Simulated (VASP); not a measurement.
A run of VASP 6.6.1 is set up as follows.

INCAR

```
SYSTEM = SnBrCl3
PREC = Normal
ENCUT = 520
EDIFF = 1E-4
ISMEAR = 0
SIGMA = 0.15
LREAL = .FALSE.
LASPH = .TRUE.
NELM = 60
ALGO = Fast
ISIF = 3
LWAVE = .FALSE.
LCHARG = .FALSE.
GGA = PE
IBRION = 2
NSW = 24
EDIFFG = -0.08
```

File KPOINTS:

```
Automatic mesh
0
G
  3 3 3
  0 0 0
```

POSCAR

```
SnBrCl3
1.0
    5.3985508500      0.0000000000      0.0000000000
    0.0000000000      5.3985508500      0.0000000000
    0.0000000000      0.0000000000      5.3985508500
Sn Br Cl
1 1 3
Direct
    0.5000000000      0.5000000000      0.5000000000
    0.0000000000      0.0000000000      0.0000000000
    0.0000000000      0.5000000000      0.5000000000
    0.5000000000      0.0000000000      0.5000000000
    0.5000000000      0.5000000000      0.0000000000
```

Potentials or basis: VASP PAW PBE potentials, release 64 (Sn_d, Br, Cl).

Command:

```console
$ cat potpaw_PBE.64/Sn_d/POTCAR potpaw_PBE.64/Br/POTCAR potpaw_PBE.64/Cl/POTCAR > POTCAR
$ mpirun -np 1 vasp_std > vasp.out
```

(1) Estimate the space group after relaxing (to 0.05 Å).

(2) Estimate the relaxed cell.

Results:

(1) Pm-3m (No. 221).

(2) a = 5.256 Å, b = 5.256 Å, c = 5.256 Å, α = 90.00°, β = 90.00°, γ = 90.00°.

Caveat: the k mesh is coarse (spacing up to 0.39 Å⁻¹), so the values aren't converged.
